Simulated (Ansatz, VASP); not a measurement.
# Ga2O3 (partly crystallised Ga2O3): VASP beside Ansatz

Aim: how closely do two programs agree when they are given the same cell, functional and k mesh? Of the first pair: The structure shown is the start of the Ansatz relaxation below; VASP solves that cell, so the two are compared at the walk's first step.

Calculated with Ansatz 0.2.0; plane waves, with VASP 6.6.1 beside it; single point at PBE.

**1. Starting point**

The cell holds 100 atoms: 40 Ga and 60 O. Cell: a = 10.044 Å, b = 10.044 Å, c = 10.044 Å, α = 90.0°, β = 90.0°, γ = 90.0°. As first built, before any earlier steps moved the atoms (in the runner's words): 100 atoms (40 Fe, 60 O) placed at random at 4.44 g/cm^3, melted at 5000 K for 10 ps at fixed volume with the Morse and Coulomb pair potential with partial charges (Pedone, Malavasi, Menziani, Cormack and Segre, J. Phys. Chem. B 110, 11780 (2006)). Quenched from 5000 K to 300 K at 100 K/ps and fixed volume, held 10 ps at zero pressure, then minimised at fixed cell. Then Fe was replaced by Ga and the cell scaled by 1.003 (the potential has no terms for the new elements, so the cell is a start for a DFT relaxation). The cell carries charge +1.

**2. Ansatz: relaxation, PBE**

Ansatz runs on its PAW soft_1 files.

The two programs are compared at the cell with which this relaxation starts, whose forces are those of its first step.

The input, input.yaml:

```yaml
crystal:
  lattice:
    - [10.04407, 0.0, 0.0]
    - [0.0, 10.04407, 0.0]
    - [0.0, 0.0, 10.04407]
  atoms:
    - { symbol: Ga, position: [0.75845, 0.12524, 0.37247] }
    - { symbol: Ga, position: [0.74661, 0.33085, 0.59551] }
    - { symbol: Ga, position: [0.24024, 0.70004, 0.08159] }
    - { symbol: Ga, position: [0.49667, 0.88856, 0.30133] }
    - { symbol: Ga, position: [0.48785, 0.73868, 0.56346] }
    - { symbol: Ga, position: [0.50358, 0.6163, 0.20185] }
    - { symbol: Ga, position: [0.24953, 0.43793, 0.97508] }
    - { symbol: Ga, position: [0.73722, 0.6127, 0.70817] }
    - { symbol: Ga, position: [0.44117, 0.68596, 0.88071] }
    - { symbol: Ga, position: [0.24397, 0.6173, 0.67246] }
    - { symbol: Ga, position: [0.24666, 0.42902, 0.28967] }
    - { symbol: Ga, position: [0.23332, 0.15922, 0.87265] }
    - { symbol: Ga, position: [0.98696, 0.25169, 0.08772] }
    - { symbol: Ga, position: [0.00809, 0.3355, 0.76434] }
    - { symbol: Ga, position: [0.23226, 0.13106, 0.19528] }
    - { symbol: Ga, position: [0.95611, 0.88837, 0.28427] }
    - { symbol: Ga, position: [0.00407, 0.79527, 0.59499] }
    - { symbol: Ga, position: [0.72184, 0.519, 0.9672] }
    - { symbol: Ga, position: [0.71537, 0.35832, 0.19204] }
    - { symbol: Ga, position: [0.00827, 0.28003, 0.38772] }
    - { symbol: Ga, position: [0.73093, 0.19437, 0.86244] }
    - { symbol: Ga, position: [0.47245, 0.2522, 0.05591] }
    - { symbol: Ga, position: [0.48293, 0.1174, 0.68521] }
    - { symbol: Ga, position: [0.98183, 0.56151, 0.1876] }
    - { symbol: Ga, position: [0.23512, 0.9876, 0.44957] }
    - { symbol: Ga, position: [0.45194, 0.9609, 0.98303] }
    - { symbol: Ga, position: [0.00235, 0.05802, 0.70049] }
    - { symbol: Ga, position: [0.47388, 0.41833, 0.77047] }
    - { symbol: Ga, position: [0.48757, 0.15658, 0.3859] }
    - { symbol: Ga, position: [0.70553, 0.05968, 0.10121] }
[... 64 atom lines left out ...]
    - { symbol: O, position: [0.62716, 0.48754, 0.30197] }
    - { symbol: O, position: [0.15851, 0.61496, 0.23266] }
    - { symbol: O, position: [0.10668, 0.01795, 0.85807] }
    - { symbol: O, position: [0.58161, 0.1217, 0.95517] }
    - { symbol: O, position: [0.61086, 0.99761, 0.42159] }
    - { symbol: O, position: [0.3672, 0.03191, 0.80253] }
total_charge: 1
kpoints:
  mp_grid: { grid: [1, 1, 1] }
hamiltonian:
  xc: pbe
  pseudopotentials: { kind: paw, azcp: { folder: soft_1 } }
scf:
  occupations: { method: fermi_dirac, width: 0.01 }
  lower_state_search: "off"
output:
  forces: true
magnetization:
  spin_polarized: true
  initial_magnetization: 1
relax:
  f_tol: 0.05
  max_steps: 90
```

The run is started by

```sh
ansatz run input.yaml --threads 4 --pin off --max-ram 8192MiB --backend cpu --events-out ev --progress --plain --runs-dir out
```

Numbers of over 12 decimals in the logs are rounded to 6 here.

Log:

```text
Engine: ansatz 0.2.0, aarch64-unknown-linux-gnu
Pseudopotentials: kind: paw
Pseudopotential: Ga, paw, valence charge 13, recommended cutoff 420 eV (normal), soft_1/Ga.paw.azcp
Pseudopotential: O, paw, valence charge 6, recommended cutoff 420 eV (normal), soft_1/O.paw.azcp
Functional definition: PBE
  parameter kappa = 0.804
  parameter beta = 0.066725
  exchange = pbe_x(kappa = kappa, mu = beta*pi^2/3)
  correlation = pbe_c(beta = beta)
Crystal: 100 atoms, lattice volume = 1013.279 Å³
Basis set: ecut = 420 eV, 19837 PW (Γ), exchange–correlation on 144×144×144 points (8 copies of the dense FFT grid, shifted against one another)
Bands: 540, of which v1, the nominal top of the filled ones, is band 440 counted from 1 (439 counted from 0)
Symmetry: 1 space group operations
Space group: P1 (ITA 1), of the structure as read, at distance tolerance 1.0e-4 Å
Magnetic group: BNS 1.1 (UNI 1), of the structure as read, at distance tolerance 1.0e-4 Å
k-points: 1
Non-local potential: Ga, projectors of the file, l = 0: 2, l = 1: 2, l = 2: 3, l = 3: 1
Non-local potential: O, projectors of the file, l = 0: 2, l = 1: 2, l = 2: 1
PAW form: soft (Blöchl's): semilocal exchange-correlation on the pseudo side does not see the compensation charge
PAW one-centre angular grid: Ga, 590 points (default); XC on 64 Gauss nodes
PAW one-centre angular grid: O, 110 points (default); XC on 64 Gauss nodes
Initial density: superposition of atomic densities (chi_scale 0.1, normalization cell, long waves kept (reshape's long-wave potential 0.15 eV rms))
Starting moments: Σ|m| = 1 μB on 100 of 100 sites
Initial wavefunctions: pseudopotential atomic-orbital guess
Functional: x = pbe(κ = 0.804, μ = 0.219515), c = pbe(β = 0.066725)
SCF iter   1: F=—  HF=-185419.481330 eV  |F-HF|=—  |Δ(HF+E_count)|=         —  Δρ=6.57e-2 (↑6.31e-2 ↓6.57e-2)  dr2=8.15e1  dr2_m=5.27e-1  M=1.000 μB ∫|m|=1.070 μB  β_m=1.00  ethr=3.10e-3  ⟨swp⟩=5.0  Hψ=3392  notcnv=0  defer=108
preconditioner: auto → Resta (q_TF=auto, 2.664 Å⁻¹)  ε∞=4.4  [insulator: Δε(μ)=0.340 eV  Ē_g=18.769 eV  σ=0.010 eV  W_gap=1.00  n_scr=340 (ndim 8)  ℏωp=34.6 eV  f_vac=0.015  D(μ)=0.00/eV (n_scr^D=0)  ε∞_Penn≈4.4]
spin=Collinear: Resta preconditioning applied to the charge; magnetization (m = ρ↑ − ρ↓) channel mixes plain (no charge-response kernel on spin).
SCF iter   2: F=—  HF=-185404.218753 eV  |F-HF|=—  |Δ(HF+E_count)|=         —  Δρ=4.34e-2 (↑4.18e-2 ↓4.34e-2)  dr2=3.50e1  dr2_m=3.72e-1  M=0.282 μB ∫|m|=0.457 μB  β_m=0.30  ethr=3.10e-3  ⟨swp⟩=3.0  Hψ=2109  notcnv=0  defer=188
Mixer restart at iter 2: flushing history
preconditioner: auto → Kerker (q_TF=auto, 2.664 Å⁻¹)  [metal: Δε(μ)=0.010 eV  Ē_g=18.403 eV  σ=0.010 eV  W_gap=0.23  n_scr=340 (ndim 8)  ℏωp=34.6 eV  f_vac=0.016  D(μ)=53.00/eV (n_scr^D=484)]
spin=Collinear: Kerker preconditioning applied to the charge; magnetization (m = ρ↑ − ρ↓) channel mixes plain (no charge-response kernel on spin).
SCF iter   3: F=—  HF=-185398.975828 eV  |F-HF|=—  |Δ(HF+E_count)|=    5.24e0  Δρ=3.04e-2 (↑3.01e-2 ↓3.04e-2)  dr2=1.99e1  dr2_m=3.09e-2  M=1.000 μB ∫|m|=1.093 μB  β_m=0.30  ethr=3.10e-3  ⟨swp⟩=2.0  Hψ=904  notcnv=0  defer=188
SCF iter   4: F=—  HF=-185394.125539 eV  |F-HF|=—  |Δ(HF+E_count)|=    4.85e0  Δρ=1.90e-2 (↑1.52e-2 ↓1.90e-2)  dr2=7.87e0  dr2_m=2.52e-1  M=0.345 μB ∫|m|=0.513 μB  β_m=0.30  ethr=2.27e-3  ⟨swp⟩=2.0  Hψ=904  notcnv=0  defer=188
SCF iter   5: F=—  HF=-185391.785474 eV  |F-HF|=—  |Δ(HF+E_count)|=    2.34e0  Δρ=1.08e-2 (↑5.69e-3 ↓1.08e-2)  dr2=2.38e0  dr2_m=1.69e-1  M=0.616 μB ∫|m|=0.743 μB  β_m=0.30  ethr=8.95e-4  ⟨swp⟩=2.0  Hψ=1254  notcnv=0  defer=188
SCF iter   6: F=—  HF=-185391.795366 eV  |F-HF|=—  |Δ(HF+E_count)|=   9.89e-3  Δρ=7.99e-3 (↑4.57e-3 ↓7.99e-3)  dr2=1.63e0  dr2_m=8.85e-2  M=0.723 μB ∫|m|=0.832 μB  β_m=0.30  ethr=2.71e-4  ⟨swp⟩=2.0  Hψ=941  notcnv=0  defer=188
SCF iter   7: F=—  HF=-185392.240978 eV  |F-HF|=—  |Δ(HF+E_count)|=   4.46e-1  Δρ=1.21e-2 (↑4.22e-3 ↓1.21e-2)  dr2=3.29e0  dr2_m=2.07e-1  M=1.000 μB ∫|m|=1.107 μB  β_m=0.30  ethr=1.85e-4  ⟨swp⟩=3.0  Hψ=1672  notcnv=0  defer=188
SCF iter   8: F=—  HF=-185392.213528 eV  |F-HF|=—  |Δ(HF+E_count)|=   2.75e-2  Δρ=8.99e-3 (↑3.72e-3 ↓8.99e-3)  dr2=2.19e0  dr2_m=9.50e-2  M=1.000 μB ∫|m|=1.103 μB  β_m=0.30  ethr=1.85e-4  ⟨swp⟩=2.0  Hψ=1352  notcnv=0  defer=188
SCF iter   9: F=—  HF=-185392.083300 eV  |F-HF|=—  |Δ(HF+E_count)|=   1.30e-1  Δρ=4.22e-3 (↑2.53e-3 ↓4.22e-3)  dr2=8.07e-1  dr2_m=1.60e-2  M=0.985 μB ∫|m|=1.079 μB  β_m=0.30  ethr=1.85e-4  ⟨swp⟩=2.0  Hψ=1098  notcnv=0  defer=188
SCF iter  10: F=—  HF=-185392.056802 eV  |F-HF|=—  |Δ(HF+E_count)|=   2.65e-2  Δρ=7.21e-3 (↑1.60e-3 ↓7.21e-3)  dr2=6.32e-1  dr2_m=1.44e-1  M=0.740 μB ∫|m|=0.880 μB  β_m=0.30  ethr=9.18e-5  ⟨swp⟩=2.0  Hψ=904  notcnv=0  defer=188
[...]
atom  93  O      0.00643713     0.01012572     0.00545128
  atom  94  O      0.00664144    -0.00463252    -0.00946403
  atom  95  O     -0.00175985     0.00365540    -0.00174888
  atom  96  O      0.00546247     0.00156692    -0.00746697
  atom  97  O      0.01522369    -0.01948439     0.00225072
  atom  98  O     -0.00663769     0.00262805     0.00887573
  atom  99  O     -0.00510199    -0.00190019     0.00390715
  atom 100  O      0.00812956    -0.00215639    -0.00007427
  max |Σ_I F_I| component: 3.05e-5 eV/Å
--- Relaxed structure (9 steps of the walk, 7 accepted, 0 SCFs on fresh bases) ---
  F+E_penalty+E_count = -185392.25034221 eV   max|allowed force component| = 3.985e-2 eV/Å
  atoms:
    - { symbol: Ga, position: [0.762816, 0.125462, 0.376871] }
    - { symbol: Ga, position: [0.745686, 0.332327, 0.598476] }
    - { symbol: Ga, position: [0.239589, 0.701675, 0.081863] }
    - { symbol: Ga, position: [0.497862, 0.887330, 0.302584] }
    - { symbol: Ga, position: [0.487541, 0.738572, 0.564078] }
    - { symbol: Ga, position: [0.502759, 0.615401, 0.201333] }
    - { symbol: Ga, position: [0.249832, 0.440231, 0.974277] }
    - { symbol: Ga, position: [0.736594, 0.613314, 0.709871] }
    - { symbol: Ga, position: [0.440801, 0.686095, 0.880745] }
    - { symbol: Ga, position: [0.244453, 0.617764, 0.672517] }
    - { symbol: Ga, position: [0.247274, 0.430491, 0.288590] }
    - { symbol: Ga, position: [0.235938, 0.162657, 0.873073] }
    - { symbol: Ga, position: [0.981719, 0.265530, 0.081223] }
    - { symbol: Ga, position: [0.00729227, 0.336313, 0.761587] }
    - { symbol: Ga, position: [0.233857, 0.136507, 0.196896] }
    - { symbol: Ga, position: [0.952278, 0.878443, 0.290233] }
    - { symbol: Ga, position: [0.0042898, 0.794947, 0.599388] }
    - { symbol: Ga, position: [0.722289, 0.515739, 0.966917] }
    - { symbol: Ga, position: [0.713578, 0.356864, 0.193874] }
    - { symbol: Ga, position: [0.00828233, 0.285477, 0.386843] }
    - { symbol: Ga, position: [0.728713, 0.190012, 0.860851] }
    - { symbol: Ga, position: [0.473193, 0.251275, 0.056140] }
    - { symbol: Ga, position: [0.482137, 0.117231, 0.684803] }
    - { symbol: Ga, position: [0.981206, 0.562503, 0.186923] }
[...]
- { symbol: Ga, position: [0.503593, 0.453306, 0.449347] }
    - { symbol: Ga, position: [0.013710, 0.521843, 0.528406] }
    - { symbol: Ga, position: [0.770754, 0.784756, 0.056561] }
    - { symbol: Ga, position: [0.753157, 0.933214, 0.550549] }
    - { symbol: Ga, position: [0.748034, 0.625476, 0.402175] }
    - { symbol: Ga, position: [0.262690, 0.262134, 0.542954] }
    - { symbol: Ga, position: [0.713353, 0.888826, 0.811001] }
    - { symbol: Ga, position: [0.227113, 0.890628, 0.788489] }
    - { symbol: O, position: [0.145360, 0.670617, 0.514889] }
    - { symbol: O, position: [0.912582, 0.551581, 0.366177] }
    - { symbol: O, position: [0.655354, 0.780726, 0.642408] }
    - { symbol: O, position: [0.880558, 0.076582, 0.511944] }
    - { symbol: O, position: [0.303997, 0.324628, 0.144743] }
    - { symbol: O, position: [0.325396, 0.537206, 0.820368] }
    - { symbol: O, position: [0.150845, 0.159328, 0.386781] }
    - { symbol: O, position: [0.363693, 0.768607, 0.710873] }
    - { symbol: O, position: [0.373718, 0.308132, 0.900573] }
    - { symbol: O, position: [0.639693, 0.246987, 0.475592] }
    - { symbol: O, position: [0.365077, 0.040813, 0.294092] }
    - { symbol: O, position: [0.374661, 0.771854, 0.207869] }
    - { symbol: O, position: [0.577062, 0.926182, 0.138619] }
    - { symbol: O, position: [0.370248, 0.091832, 0.535866] }
    - { symbol: O, position: [0.593270, 0.195676, 0.217242] }
    - { symbol: O, position: [0.127237, 0.944753, 0.601591] }
    - { symbol: O, position: [0.417799, 0.295617, 0.649304] }
    - { symbol: O, position: [0.646258, 0.317115, 0.755650] }
    - { symbol: O, position: [0.106386, 0.744035, 0.766117] }
    - { symbol: O, position: [0.793753, 0.946738, 0.971527] }
    - { symbol: O, position: [0.926015, 0.348103, 0.556933] }
    - { symbol: O, position: [0.590260, 0.725468, 0.381028] }
    - { symbol: O, position: [0.847304, 0.267733, 0.295851] }
    - { symbol: O, position: [0.388165, 0.314379, 0.394341] }
[...]
- { symbol: O, position: [0.809325, 0.213010, 0.033852] }
    - { symbol: O, position: [0.431040, 0.557682, 0.588878] }
    - { symbol: O, position: [0.627145, 0.486343, 0.303940] }
    - { symbol: O, position: [0.157958, 0.615689, 0.233175] }
    - { symbol: O, position: [0.105342, 0.024699, 0.855062] }
    - { symbol: O, position: [0.580526, 0.118967, 0.957471] }
    - { symbol: O, position: [0.615078, 0.996335, 0.421428] }
    - { symbol: O, position: [0.365283, 0.032832, 0.802066] }
```

In the SCF lines HF is the Harris–Foulkes energy and dr2 the Hartree energy of the density residual, in eV; the loop may stop once dr2 is under the threshold and the program's other checks hold. Hψ counts applications of the Hamiltonian.

**3. VASP: single point, PBE, start cell, pair 1**

The same cell, functional, mesh and smearing now go to VASP, with its own data sets.

Lines of VASP's logs that name or quote its potential files are left out, and so is its time.

The input, INCAR:

```
SYSTEM = Ga2O3
PREC = Accurate
ENCUT = 520
EDIFF = 1E-06
NELM = 200
ISMEAR = -1
SIGMA = 0.01
LREAL = Auto
ALGO = Normal
GGA = PE
NELECT = 879
NBANDS = 512
ISPIN = 2
MAGMOM = 0 -0 0 -0 0 0 0 -0 0 -0 0 -0 -0 -0 -0 -0 0 -0 0 -0 0 0 0 0 0 0 0 -0 0 -0 -0 -0 0 -0 -0 -0 -0 0 -0 0 0 0 0 0 -0 0 0.03 0 0 -0 -0 0 0.01 0 0 0.03 0 0 -0 0 0 0 0 0 -0 0 0.01 0.01 0 -0 0 0.01 0.01 0.05 0 0.39 0 0 0 -0 0 0.01 0 0 0 -0 0.01 0 0.01 -0 0.04 0 0 0 0 0 0.23 0 0 0
LORBIT = 11
LWAVE = .FALSE.
LCHARG = .FALSE.
ISIF = 2
LASPH = .TRUE.
GGA_COMPAT = .FALSE.
NCORE = 2
```

The input, POSCAR:

```
Ga2O3
1.0
   10.0440700000      0.0000000000      0.0000000000
    0.0000000000     10.0440700000      0.0000000000
    0.0000000000      0.0000000000     10.0440700000
Ga O
40 60
Direct
    0.7584475218      0.1252380758      0.3724685312
    0.7466096911      0.3308519355      0.5955056068
    0.2402412568      0.7000449021      0.0815904310
    0.4966711702      0.8885640980      0.3013320297
    0.4878500449      0.7386846169      0.5634568457
    0.5035807198      0.6163039485      0.2018504451
    0.2495303199      0.4379300423      0.9750828101
    0.7372210668      0.6126998318      0.7081690988
    0.4411657824      0.6859569876      0.8807087167
    0.2439748030      0.6172995608      0.6724564843
    0.2466629564      0.4290193119      0.2896734093
    0.2333217510      0.1592183248      0.8726542129
    0.9869604652      0.2516907987      0.0877234030
    0.0080943283      0.3355014451      0.7643415468
    0.2322564458      0.1310624080      0.1952794037
    0.9561064389      0.8883649756      0.2842672343
    0.0040720545      0.7952652660      0.5949878884
    0.7218388562      0.5190027549      0.9671975604
    0.7153673760      0.3583208799      0.1920436636
    0.0082735385      0.2800259257      0.3877213122
    0.7309287968      0.1943733964      0.8624392303
    0.4724479220      0.2521985609      0.0559135888
    0.4829317199      0.1174026067      0.6852102783
    0.9818330617      0.5615054455      0.1876032326
    0.2351238094      0.9875976571      0.4495687505
    0.4519383079      0.9608953343      0.9830277965
    0.0023496451      0.0580242870      0.7004929277
    0.4738816038      0.4183264354      0.7704745188
    0.4875712734      0.1565799522      0.3858993416
    0.7055307261      0.0596770034      0.1012139501
[... 64 atom lines left out ...]
    0.6271561230      0.4875414050      0.3019692216
    0.1585114401      0.6149598718      0.2326646469
    0.1066798618      0.0179508904      0.8580684922
    0.5816068586      0.1217036520      0.9551705633
    0.6108579490      0.9976135172      0.4215920439
    0.3672017419      0.0319093754      0.8025332360
```

The input, KPOINTS:

```
Automatic mesh
0
Gamma
1 1 1
0 0 0
```

PAW data sets: Ga_d and O (PBE family, release 64).

The run is started by

```sh
mpirun -np 8 vasp_gam
```

Log:

```text
[banner, memory and clock lines left out]
running    8 mpi-ranks, on    1 nodes
[...]
LDA part: xc-table for (Slater+PW92), standard interpolation
 POSCAR, INCAR and KPOINTS ok, starting setup
[...]
entering main loop
       N       E                     dE             d eps       ncg     rms          rms(c)
DAV:   1     0.265085834290E+05    0.26509E+05   -0.29660E+05  2056   0.371E+03
DAV:   2     0.624248070549E+04   -0.20266E+05   -0.19269E+05  2048   0.108E+03
DAV:   3     0.300053084479E+03   -0.59424E+04   -0.56095E+04  2576   0.398E+02
DAV:   4    -0.580896990199E+03   -0.88095E+03   -0.85444E+03  2352   0.160E+02
DAV:   5    -0.671324114142E+03   -0.90427E+02   -0.89657E+02  3096   0.536E+01BRMIX: very serious problems
 the old and the new charge density differ
 old charge density:   880.00000 new  879.00001
    0.550E+01
DAV:   6    -0.580556261991E+03    0.90768E+02   -0.35888E+02  3768   0.678E+01    0.170E+01
DAV:   7    -0.583090383623E+03   -0.25341E+01   -0.51125E+01  2360   0.147E+01    0.115E+01
DAV:   8    -0.582728825048E+03    0.36156E+00   -0.76591E+00  2712   0.139E+01    0.728E+00
DAV:   9    -0.582857776803E+03   -0.12895E+00   -0.50647E+00  2656   0.779E+00    0.722E+00
[...]
DAV:  34    -0.582627417350E+03   -0.55712E-06   -0.37946E-05  2704   0.213E-02    0.188E-02
DAV:  35    -0.582627418358E+03   -0.10089E-05   -0.16069E-05  2016   0.137E-02    0.980E-03
DAV:  36    -0.582627418981E+03   -0.62305E-06   -0.56295E-06  1736   0.112E-02
   1 F= -.58262742E+03 E0= -.58261956E+03  d E =-.157145E-01  mag=    -0.9964
```

Parts of OUTCAR (step 3):

```text
  Total        3.6832484     73.5606576     72.1447550      5.1257897     13.9021691      0.5595445
  in kB        5.8238797    116.3126613    114.0738641      8.1047976     21.9818357      0.8847408
  external PRESSURE =      78.7368017 kB  Pullay stress =       0.0000000 kB

 POSITION                                       TOTAL-FORCE (eV/Angst)
 -----------------------------------------------------------------------------------
      7.61790      1.25790      3.74110        -0.248053      0.102390     -0.049716
      7.49900      3.32310      5.98130        -0.034304      0.124034      0.059821
      2.41300      7.03130      0.81950        -0.129528      0.019182     -0.053801
      4.98860      8.92480      3.02660         0.020095     -0.114317      0.146674
[...]
6.29920      4.89690      3.03300         0.027255     -0.021703     -0.075627
      1.59210      6.17670      2.33690        -0.021260     -0.039621      0.013502
      1.07150      0.18030      8.61850        -0.094101      0.136515      0.175808
      5.84170      1.22240      9.59380        -0.019493      0.001192      0.040367
      6.13550     10.02010      4.23450         0.064395      0.015748     -0.022636
      3.68820      0.32050      8.06070        -0.124385      0.002770      0.038897
 -----------------------------------------------------------------------------------
    total drift:                               -0.001659     -0.005215      0.007321

  FREE ENERGIE OF THE ION-ELECTRON SYSTEM (eV)
  ---------------------------------------------------
  free  energy   TOTEN  =      -582.6274189815 eV

  energy  without entropy=     -582.6117044614  energy(sigma->0) =     -582.61956172

 magnetization (x)
# of ion       s       p       d       tot
------------------------------------------
    1        0.001   0.001  -0.001   0.001
    2        0.000   0.000   0.000   0.001
    3        0.000   0.000  -0.001  -0.000
    4        0.001   0.001  -0.000   0.001
    5        0.000   0.000  -0.000   0.000
    6        0.001   0.001  -0.001   0.001
    7        0.000   0.000  -0.000   0.000
    8        0.000   0.000   0.000   0.000
    9        0.000   0.000  -0.000   0.000
   10        0.000   0.000  -0.000   0.000
   11        0.001   0.000  -0.002  -0.000
   12        0.001   0.001  -0.001   0.001
   13        0.001   0.002  -0.001   0.002
[...]
--------------------------------------------------
tot          0.012  -0.834  -0.025  -0.846

[... 3 further parts left out ...]
[key lines of the parts left out:]
E-fermi :   4.3352
```

The run ends at a pressure of 7.87 GPa, with forces up to 0.47 eV/Å.

[end of part 1 of 2]

[Lines on the potential files, build, host, timing and source positions are cut from VASP's logs without a mark.]

[Logs are printed without paths, hosts, clocks, repeated set-up lines and the standing remarks that a program may print on its own settings, such as how far it seeks lower states.]

[Hosts, paths, dates, database ids (printed as entryN), source tags and the programs' standing remarks are cut or masked in the printed files.]
